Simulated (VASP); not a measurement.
An input for Ansatz (written as the equivalent of a VASP run, and not itself run):

Ansatz 0.2 input:
```yaml
crystal:
  lattice:
    - [0.0000000, 2.7961003, 2.7961003]
    - [2.7961003, 0.0000000, 2.7961003]
    - [2.7961003, 2.7961003, 0.0000000]
  atoms:
    - { symbol: V, position: [0.0000000, 0.0000000, 0.0000000], spin: -2.1 }
    - { symbol: Se, position: [0.2500000, 0.2500000, 0.2500000], spin: 0.1 }
kpoints:
  mp_grid: { grid: [13, 13, 13] }
hamiltonian:
  xc: pbesol
  pseudopotentials: { kind: paw }
magnetization: { spin_polarized: true }
scf:
  occupations: { method: tetrahedron }
  max_iter: 100
output: { forces: true, stress: true, eigenvalues: true }
```

Write the VASP files for the same calculation (PBEsol).

Several could match; the one computed here: 
**POSCAR**
```
VSe
1.0
  0.0000000000   2.7961003352   2.7961003352
  2.7961003352   0.0000000000   2.7961003352
  2.7961003352   2.7961003352   0.0000000000
V Se
1 1
Direct
  0.0000000000   0.0000000000   0.0000000000
  0.2500000000   0.2500000000   0.2500000000
```

INCAR:
```
EDIFF=1E-7   # SCF stop (eV)
NEDOS=601
LMAXMIX=4
LORBIT=11   # lm-projected
ISMEAR=-5   # tetrahedra, Bloechl
LASPH=.TRUE.
ALGO=Normal
MAGMOM=-2.1 0.1
GGA=PS   # PBEsol
NELM=100
ENCUT=400   # plane-wave cut-off (eV)
LREAL=.FALSE.
PREC=Accurate
LCHARG=.TRUE.
ISIF=2   # forces and stress, cell fixed
LWAVE=.FALSE.
ISPIN=2   # spin-polarised
SYSTEM=VSe
```

### KPOINTS
```
Automatic mesh
0
Gamma
13 13 13
0 0 0
```

POTCAR, in this order: V_sv Se (PBE.64 set). Program: vasp_std.

What does not carry over: each code has its own PAW files, so the cut-off isn't converted (ENCUT is set for VASP's; basis.ecutwfc is left out, and Ansatz then takes the one that its files recommend); Ansatz stops its SCF on the density residual and VASP on the energy change (EDIFF).

The structure was generated: VSe was put into the zinc blende type (F-43m), which need not be its known phase. It was relaxed first, which changed the volume by -30 %.
